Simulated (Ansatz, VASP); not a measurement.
# Ni (Nickel) in two plane-wave programs, part 2 of 2

Aim: how closely do two programs agree when they are given the same cell, functional and k mesh? The cell is taken from a series of VASP runs on this material, whose earlier steps may have relaxed, scaled or displaced it; both programs get it as it stands.

VASP 6.6.1 and Ansatz 0.2.0.

So far: The starting structure; VASP: relaxation of cell and atoms, RPBE.

## 3. Ansatz: relaxation of cell and atoms, RPBE

Level of this step: Ansatz beside VASP: Kohn-Sham DFT, plane waves, RPBE (Ansatz).

Ansatz runs on its default PAW (the set named soft_2) files.

The same cell, functional, mesh and smearing now go to Ansatz, which takes its cutoff from its data sets.

input.yaml reads:

```yaml
crystal:
  lattice:
    - [0.0, 1.7794466792, 1.7794466792]
    - [1.7794466792, 0.0, 1.7794466792]
    - [1.7794466792, 1.7794466792, 0.0]
  atoms:
    - { symbol: Ni, position: [0.0, 0.0, 0.0], spin: 1.0 }
hamiltonian:
  xc: rpbe
  pseudopotentials: { kind: paw }
magnetization:
  spin_polarized: true
kpoints:
  mp_grid: { grid: [22, 22, 22] }
scf:
  occupations: { method: methfessel_paxton, width: 0.15 }
relax:
  f_tol: 0.01
  max_steps: 60
  cell: { stress_tol: 0.05 }
output:
  forces: true
  stress: true
  write_density: true
  write_potential: true
  elf: true
  volumetric_format: npy
```

Launch:

```bash
$ ansatz run input.yaml --threads 4 --pin off --max-ram 9216MiB --backend cpu --events-out ev --progress --plain --runs-dir out
```

Numbers of over 12 decimals in the logs are rounded to 6 here.

Log:

```text
Engine: ansatz 0.2.0, aarch64-unknown-linux-gnu
Pseudopotentials: kind: paw
Pseudopotential: Ni, paw, valence charge 18, recommended cutoff 420 eV (normal), Ni.paw.azcp
Functional definition: RPBE
  parameter kappa = 0.804
  parameter beta = 0.066725
  exchange = rpbe_x(kappa = kappa, mu = beta*pi^2/3)
  correlation = pbe_c(beta = beta)
Crystal: 1 atoms, lattice volume = 11.269 Å³
Basis set: ecut = 420 eV, 229 PW (Γ), exchange–correlation on 36×36×36 points (8 copies of the dense FFT grid, shifted against one another)
Bands: 14, of which v1, the nominal top of the filled ones, is band 9 counted from 1 (8 counted from 0)
Symmetry: 48 space group operations
Space group: Fm-3m (ITA 225), of the structure as read, at distance tolerance 2.2e-5 Å
Magnetic group: BNS 225.116 (UNI 1618), of the structure as read, at distance tolerance 2.2e-5 Å
k-points: 328 of 10648
Non-local potential: Ni, projectors of the file, l = 0: 3, l = 1: 2, l = 2: 3, l = 3: 1
PAW form: soft (Blöchl's): semilocal exchange-correlation on the pseudo side does not see the compensation charge
PAW frozen core: Ni, regenerated for the run's functional, and the local potential with it (the file was generated under x = pbe(κ = 0.804, μ = 0.219515), c = pbe(β = 0.066725))
PAW one-centre angular grid: Ni, 590 points (default); XC on 64 Gauss nodes
Initial density: superposition of atomic densities (chi_scale 0.1, normalization cell)
Starting moments: Σ|m| = 1 μB on 1 of 1 site
Initial wavefunctions: pseudopotential atomic-orbital guess
Functional: x = rpbe, c = pbe(β = 0.066725)
iter 1 solved again at ethr=2.57e-3 eV; its pass at ethr=3.10e-3 eV (dr2=4.62e-1 eV) is discarded
SCF iter   1: F=—  HF=-5844.007341 eV  |F-HF|=—  |Δ(HF+E_count)|=         —  Δρ=5.69e-2 (↑2.52e-2 ↓5.69e-2)  dr2=4.67e-1  dr2_m=2.94e-2  M=0.912 μB ∫|m|=0.984 μB  β_m=0.30  ethr=2.57e-3  ⟨swp⟩=1.0  Hψ=61813  notcnv=0
Mixer restart at iter 1: flushing history
preconditioner: auto → none  [metal: Δε(μ)=0.002 eV  Ē_g=15.622 eV  σ=0.150 eV  W_gap=0.01  n_scr=0 (ndim 8)  ℏωp=35.0 eV  f_vac=0.000  D(μ)=1.51/eV (n_scr^D=14)]
SCF iter   2: F=—  HF=-5843.952597 eV  |F-HF|=—  |Δ(HF+E_count)|=   5.47e-2  Δρ=3.65e-2 (↑3.65e-2 ↓3.19e-2)  dr2=2.26e-1  dr2_m=6.57e-3  M=0.846 μB ∫|m|=0.929 μB  β_m=0.24  ethr=2.57e-3  ⟨swp⟩=2.2  Hψ=15284  notcnv=0
SCF iter   3: F=—  HF=-5844.109502 eV  |F-HF|=—  |Δ(HF+E_count)|=         —  Δρ=2.44e-2 (↑1.00e-2 ↓2.44e-2)  dr2=3.12e-2  dr2_m=1.53e-2  M=0.779 μB ∫|m|=0.857 μB  β_m=0.24  ethr=1.26e-3  ⟨swp⟩=2.0  Hψ=17062  notcnv=0  defer=317
Mixer restart at iter 3: flushing history
SCF iter   4: F=—  HF=-5844.318208 eV  |F-HF|=—  |Δ(HF+E_count)|=   2.09e-1  Δρ=2.14e-2 (↑7.69e-3 ↓2.14e-2)  dr2=1.74e-2  dr2_m=1.59e-2  M=0.754 μB ∫|m|=0.837 μB  β_m=0.62  ethr=1.73e-4  ⟨swp⟩=2.5  Hψ=14765  notcnv=0  defer=324
SCF iter   5: F=—  HF=-5844.726953 eV  |F-HF|=—  |Δ(HF+E_count)|=   4.09e-1  Δρ=2.03e-2 (↑5.53e-3 ↓2.03e-2)  dr2=4.23e-2  dr2_m=7.15e-3  M=0.667 μB ∫|m|=0.769 μB  β_m=0.40  ethr=9.66e-5  ⟨swp⟩=2.0  Hψ=17669  notcnv=0  defer=324
SCF iter   6: F=—  HF=-5844.755090 eV  |F-HF|=—  |Δ(HF+E_count)|=   2.81e-2  Δρ=1.17e-2 (↑1.17e-2 ↓1.05e-2)  dr2=2.69e-2  dr2_m=4.90e-5  M=0.662 μB ∫|m|=0.770 μB  β_m=0.56  ethr=9.66e-5  ⟨swp⟩=2.0  Hψ=20239  notcnv=0  defer=338
SCF iter   7: F=—  HF=-5844.747278 eV  |F-HF|=—  |Δ(HF+E_count)|=   7.81e-3  Δρ=3.73e-3 (↑3.73e-3 ↓9.81e-4)  dr2=9.33e-4  dr2_m=2.32e-4  M=0.658 μB ∫|m|=0.764 μB  β_m=0.78  ethr=9.66e-5  ⟨swp⟩=2.4  Hψ=15794  notcnv=0  defer=339
SCF iter   8: F=—  HF=-5844.746909 eV  |F-HF|=—  |Δ(HF+E_count)|=   3.69e-4  Δρ=1.52e-3 (↑1.52e-3 ↓1.08e-3)  dr2=3.84e-4  dr2_m=5.19e-6  M=0.656 μB ∫|m|=0.762 μB  β_m=0.89  ethr=5.18e-6  ⟨swp⟩=1.5  Hψ=11060  notcnv=0  defer=342
SCF iter   9: F=—  HF=-5844.737020 eV  |F-HF|=—  |Δ(HF+E_count)|=         —  Δρ=1.23e-3 (↑2.17e-4 ↓1.23e-3)  dr2=8.99e-5  dr2_m=3.07e-5  M=0.656 μB ∫|m|=0.763 μB  β_m=0.89  ethr=2.13e-6  ⟨swp⟩=1.6  Hψ=10714  notcnv=0  defer=344
Mixer restart at iter 9: flushing history
iteration 9: the input's own smearing fills from here on; a Gaussian of 0.15 eV has filled iterations ahead of it
SCF iter  10: F=—  HF=-5844.737204 eV  |F-HF|=—  |Δ(HF+E_count)|=   1.84e-4  S|Δr|=    0.00e0  Δρ=1.92e-3 (↑1.79e-3 ↓1.92e-3)  dr2=8.36e-4  dr2_m=2.90e-6  M=0.655 μB ∫|m|=0.762 μB  β_m=0.89  ethr=4.99e-7  ⟨swp⟩=2.0  Hψ=14997  notcnv=0  defer=344
SCF iter  11: F=—  HF=-5844.737044 eV  |F-HF|=—  |Δ(HF+E_count)|=   1.60e-4  S|Δr|=    0.00e0  Δρ=6.45e-4 (↑3.09e-4 ↓6.45e-4)  dr2=5.27e-5  dr2_m=3.78e-6  M=0.656 μB ∫|m|=0.763 μB  β_m=0.83  ethr=4.99e-7  ⟨swp⟩=2.0  Hψ=14993  notcnv=0  defer=344
SCF iter  12: F=—  HF=-5844.737036 eV  |F-HF|=—  |Δ(HF+E_count)|=   7.51e-6  S|Δr|=    0.00e0  Δρ=1.78e-4 (↑6.23e-5 ↓1.78e-4)  dr2=3.25e-6  dr2_m=4.05e-7  M=0.656 μB ∫|m|=0.764 μB  β_m=0.91  ethr=2.93e-7  ⟨swp⟩=1.5  Hψ=10840  notcnv=0  defer=344
SCF iter  13: F=—  HF=-5844.737036 eV  |F-HF|=—  |Δ(HF+E_count)|=   3.70e-7  S|Δr|=    0.00e0  Δρ=3.20e-5 (↑1.02e-5 ↓3.20e-5)  dr2=1.06e-7  dr2_m=1.34e-8  M=0.656 μB ∫|m|=0.764 μB  β_m=0.96  ethr=1.80e-8  ⟨swp⟩=1.8  Hψ=10667  notcnv=0  defer=344
SCF iter  14: F=-5844.737036 eV  HF=-5844.737036 eV  |F-HF|=5.45e-10  |Δ(HF+E_count)|=   1.36e-8  S|Δr|=    0.00e0  Δρ=1.93e-6 (↑1.51e-6 ↓1.93e-6)  dr2=7.74e-10  dr2_m=1.41e-11  M=0.656 μB ∫|m|=0.764 μB  ethr=5.56e-10  ⟨swp⟩=6.5  Hψ=43296  notcnv=0
SCF 1 converged in 14 iterations: F = -5844.737036 eV  dr2 = 7.74e-10
  greatest PAW one-centre occupation: 1.001 electrons in one spin orbital (limit 2), on the Ni atom at site 0 (counted from 0), in its partial waves of l = 1
relax step   1: F+E_penalty+E_count = -5844.73703588 eV  Δ(F+E_penalty+E_count) = +0.000e0 eV  max|allowed force component| = 0.000e0 eV/Å  Δτ_max = 0.0000 Å  P = -1.001 GPa  Ω = 11.269 Å³  (14 SCF iters, dr2 threshold 1.00e-7 eV, accepted)
[...]
relax step   2: F+E_penalty+E_count = -5844.73720152 eV  Δ(F+E_penalty+E_count) = -1.656e-4 eV  max|allowed force component| = 0.000e0 eV/Å  Δτ_max = 0.0000 Å  P = -0.499 GPa  Ω = 11.237 Å³  energy of the carried Pulay correction = +1.573e-5 eV  (5 SCF iters, dr2 threshold 1.00e-7 eV, accepted)
[...]
relax step   3: F+E_penalty+E_count = -5844.73726616 eV  Δ(F+E_penalty+E_count) = -6.463e-5 eV  max|allowed force component| = 0.000e0 eV/Å  Δτ_max = 0.0000 Å  P = +0.005 GPa  Ω = 11.205 Å³  energy of the carried Pulay correction = +3.134e-5 eV  (5 SCF iters, dr2 threshold 1.00e-7 eV, accepted)
[...]
relax step   4: F+E_penalty+E_count = -5844.73723271 eV  Δ(F+E_penalty+E_count) = +3.344e-5 eV  max|allowed force component| = 0.000e0 eV/Å  Δτ_max = 0.0000 Å  P = +0.012 GPa  Ω = 11.205 Å³  stress off target by 1.18e-2 GPa  SCF on the basis re-selected at this cell (its energy is not comparable with the rows above)  (6 SCF iters)
basis re-selected at this cell: Δ(F+E_penalty+E_count) = +3.344e-5 eV, ΔP = +0.007 GPa vs the last step (what re-selecting the basis moved, of the pressure what is left beyond the Pulay correction that the steps carried, after the strain that the cell walked since its last selection, with what the two solves' SCF thresholds leave and, on support functions, any second-order correction that the steps lacked; it is no measure of the basis error at this ecutwfc). This SCF's stress stands 1.18e-2 GPa from its target on what of the cell is left free (relax.cell.stress_tol is 5.00e-2 GPa) and its largest allowed force component is 0.00e0 eV/Å (relax.f_tol is 1.00e-2 eV/Å): [rest of the remark cut]
SCF converged after 6 iterations
Stability not checked: this state was not tested for a lower state beside it, because cold or Methfessel-Paxton smearing, or corrected tetrahedra, fill the levels in a way that the test cannot read (fill_not_monotonic; see scf.lower_state_search)
Magnetization: 0.6556 μB (9.3278 up, 8.6722 down)
Absolute magnetization: 0.7631 μB (∫|ρ↑−ρ↓|, with the PAW one-centre terms)
Spin contamination: 0.0090 ħ² per cell (⟨S²⟩ above its minimum at these occupations)
Per-site moments (μB) at R_I (Å): [(0.700137, 1.036105)]
Free energy (F): -5844.737233 eV
Harris-Foulkes:  -5844.737233 eV  (|F-HF|=0.00e0)
Internal energy: -5844.737410 eV  (E = F + TS)
E sigma→0 (E₀):  -5844.737277 eV
Entropy (-TS):   0.000177 eV (0.177 meV/atom)
Fermi energy:    17.685258 eV
--- Per-component energies (eV) ---
  E_band       = -293.354901
  E_kinetic    = 281.263170
  E_local      = -3485.909345  (includes V_loc(G=0)·N_el)
  E_nonlocal   = 635.732014
  E_hartree    = 1454.867602
  E_xc         = -84.507306
  E_vxc        = -108.821659  (∫ρ·V_xc dr)
  E_paw        = -1635.224840  (= ΣΔE_a)
  E_vpaw       = -525.354644  (= ΣTr[D̂ρ^β])
  E_aug_tail   = 0.000429  (compensation charges beyond the density's cutoff)
  E_ewald      = -3010.914788
  E_core_change = -0.044345  (= ΣΔE_core)
  E_smearing   = 0.000177  (= −TS)
  E_closure    = -0.000000  (closes the sum)
  Σ components = -5844.737233   (vs F -5844.737233, Δ=0.00e0)
--- Forces (eV/Å), atoms counted from 1 ---
  atom   1  Ni     0.00000000     0.00000000    -0.00000000
  max |Σ_I F_I| component: 3.03e-32 eV/Å
--- Stress (GPa, compression-positive) ---
        0.011755      -0.000000      -0.000000
       -0.000000       0.011755      -0.000000
       -0.000000      -0.000000       0.011755
  P = ⅓ Tr σ = 0.0118 GPa (0.118 kbar)
--- Band table (eV; the first three rows and the last of 656) ---
  k-point 0 ↑: bands = [... 5 lower, 15.2453, 15.2453, 15.2453, 16.3982, 16.3982, 40.8853, 44.6797, 44.6797, ... 1 higher]
  k-point 1 ↑: bands = [... 5 lower, 15.2252, 15.2630, 15.2630, 16.3907, 16.3907, 40.6375, 43.4627, 44.4451, ... 1 higher]
  k-point 2 ↑: bands = [... 5 lower, 15.1686, 15.3117, 15.3117, 16.3719, 16.3719, 39.4648, 42.2513, 43.9495, ... 1 higher]
  k-point 327 ↓: bands = [... 5 lower, 15.0970, 15.4980, 16.9496, 18.0771, 24.6758, 26.0047, 27.4526, 28.5953, ... 1 higher]
--- Relaxed structure (3 steps of the walk, 3 accepted, 1 SCFs on fresh bases) ---
  F+E_penalty+E_count = -5844.73723271 eV   max|allowed force component| = 0.000e0 eV/Å   (the final SCF, on the basis selected at the relaxed cell)
  cell:  # Å, volume = 11.2053 Å³
    - [0, 1.776089, 1.776089]
    - [1.776089, 0, 1.776089]
    - [1.776089, 1.776089, 0]
  atoms:
    - { symbol: Ni, position: [0.0, 0.0, 0.0] }
```

The job ended after 8.2 s (4 threads of Arm Neoverse V2, shared host; peak memory 0.4 GiB; 28 s of CPU time).

## 4. Side by side

Known differences besides the potentials themselves: both relaxations stop at a tolerance, which leaves soft axes loose, and VASP keeps its plane-wave basis; the data sets hold 18 valence electrons in Ansatz (default PAW (the set named soft_2) files) and 10 in VASP; the cutoff is 420 eV in Ansatz and 450 eV in VASP; Ansatz makes its cores anew for this functional, VASP keeps those of its PBE data sets; VASP leaves aspherical gradient terms in its spheres out (LASPH is not set), Ansatz keeps them; Ansatz adds a Pulay correction to the stress that steers its cell, VASP none; site moments are counted in spheres of each program's own size. Total energies have different zeros and are not compared.

Both answers:

```
                                         quantity  Ansatz   VASP  difference
                                      volume (Å³)   11.21  11.20     +0.02 %
edge a after relaxation, in the typed setting (Å)   2.512  2.512     +0.01 %
                                total moment (μB)    0.66   0.65       +0.01
                               moment on Ni1 (μB)    0.70   0.66       +0.04
```

The walks stopped with 0.01 GPa left in Ansatz and 0.04 GPa in VASP; each walk ends within a tolerance, so the volume difference is uncertain by about these residues over the bulk modulus, most in soft cells.

## 5. Outcome

```json
{
 "difference in volume (relaxation of cell and atoms, RPBE)": "0.020 %"
}
```

What this shows: The difference in volume is 0.020 % (relaxation of cell and atoms, RPBE), within the 1.2 % picked in this series as the mark of a large difference, as far as the stopping tolerances let one tell. 1 further run of this series is not shown here. Such differences can come from data sets, numerical settings and the points named under the comparisons, not from the functional's error against experiment.

[Lines on the potential files, build, host, timing and source positions are cut from VASP's logs without a mark.]

[Logs are printed without paths, hosts, clocks, repeated set-up lines and the standing remarks that a program may print on its own settings, such as how far it seeks lower states.]

[Hosts, paths, dates, database ids (printed as entryN), source tags and the programs' standing remarks are cut or masked in the printed files.]
